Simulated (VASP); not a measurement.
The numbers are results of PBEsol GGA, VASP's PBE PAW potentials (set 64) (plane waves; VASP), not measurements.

VASP input:

**POSCAR**
```
MgS
1
    0.0000000000     2.5887805108     2.5887805108
    2.5887805108     0.0000000000     2.5887805108
    2.5887805108     2.5887805108     0.0000000000
Mg S
1 1
Direct
  0.0000000000   0.0000000000   0.0000000000
  0.5000000000   0.5000000000   0.5000000000
```

INCAR:
```
ALGO  =  Fast
EDIFF  =  1E-5
EDIFFG  =  -0.03
ENCUT  =  400
GGA  =  PS
IBRION  =  2
ISIF  =  2
ISMEAR  =  0
LASPH  =  .True.
LCHARG  =  .False.
LREAL  =  .False.
LWAVE  =  .False.
NELM  =  100
NELMIN  =  4
NSW  =  20
PREC  =  Normal
SIGMA  =  0.05
SYSTEM  =  MgS
```

KPOINTS:
```
Automatic mesh
0
Gamma
10 10 10
0 0 0
```

POTCAR, in this order: Mg S (PBE.64 set). Program: vasp_std.

The run wrote:

### OSZICAR
```
       N       E                     dE             d eps       ncg     rms          rms(c)
DAV:   1     0.175722973466E+02    0.17572E+02   -0.33094E+03   808   0.660E+02
DAV:   2    -0.867631527220E+01   -0.26249E+02   -0.25249E+02  1072   0.992E+01
DAV:   3    -0.943667700596E+01   -0.76036E+00   -0.76036E+00   896   0.223E+01
DAV:   4    -0.944008515128E+01   -0.34081E-02   -0.34081E-02  1232   0.168E+00
DAV:   5    -0.944008683660E+01   -0.16853E-05   -0.16853E-05   960   0.360E-02    0.416E+00
RMM:   6    -0.911642017093E+01    0.32367E+00   -0.40121E-01   752   0.364E+00    0.316E+00
RMM:   7    -0.907781461464E+01    0.38606E-01   -0.20564E-01   752   0.275E+00    0.186E+00
RMM:   8    -0.907633640765E+01    0.14782E-02   -0.23190E-02   752   0.116E+00    0.528E-01
RMM:   9    -0.907468224234E+01    0.16542E-02   -0.39776E-03   752   0.461E-01    0.154E-01
RMM:  10    -0.907480482596E+01   -0.12258E-03   -0.14921E-03   752   0.282E-01    0.152E-01
RMM:  11    -0.907474632650E+01    0.58499E-04   -0.15716E-04   751   0.112E-01    0.490E-02
RMM:  12    -0.907474185020E+01    0.44763E-05   -0.25801E-05   618   0.491E-02
   1 F= -.90747419E+01 E0= -.90747419E+01  d E =-.907474E+01
```

File OUTCAR:
```
------------------------ aborting loop because EDIFF is reached ----------------------------------------
  FORCE on cell =-STRESS in cart. coord.  units (eV):
  Direction    XX          YY          ZZ          XY          YZ          ZX
  --------------------------------------------------------------------------------------
  Total       -0.0178358     -0.0178358     -0.0178358     -0.0000000     -0.0000000     -0.0000000
  in kB       -0.8235444     -0.8235444     -0.8235444     -0.0000000     -0.0000000     -0.0000000
  external PRESSURE =      -0.8235444 kB  Pullay stress =       0.0000000 kB
  volume of cell :       34.70
      direct lattice vectors                 reciprocal lattice vectors
     0.000000000  2.588780511  2.588780511    -0.193141133  0.193141133  0.193141133
     2.588780511  0.000000000  2.588780511     0.193141133 -0.193141133  0.193141133
     2.588780511  2.588780511  0.000000000     0.193141133  0.193141133 -0.193141133
 POSITION                                       TOTAL-FORCE (eV/Angst)
 -----------------------------------------------------------------------------------
      0.00000      0.00000      0.00000         0.000000     -0.000000      0.000000
      2.58878      2.58878      2.58878        -0.000000      0.000000     -0.000000
 -----------------------------------------------------------------------------------
    total drift:                               -0.000000     -0.000000     -0.000000
  FREE ENERGIE OF THE ION-ELECTRON SYSTEM (eV)
  ---------------------------------------------------
  free  energy   TOTEN  =        -9.0747418502 eV

  energy  without entropy=       -9.0747418502  energy(sigma->0) =       -9.07474185

 reached required accuracy - stopping structural energy minimisation
```
(Selected blocks of OUTCAR.)

The compound is MgS in the rock salt structure. It was relaxed first.
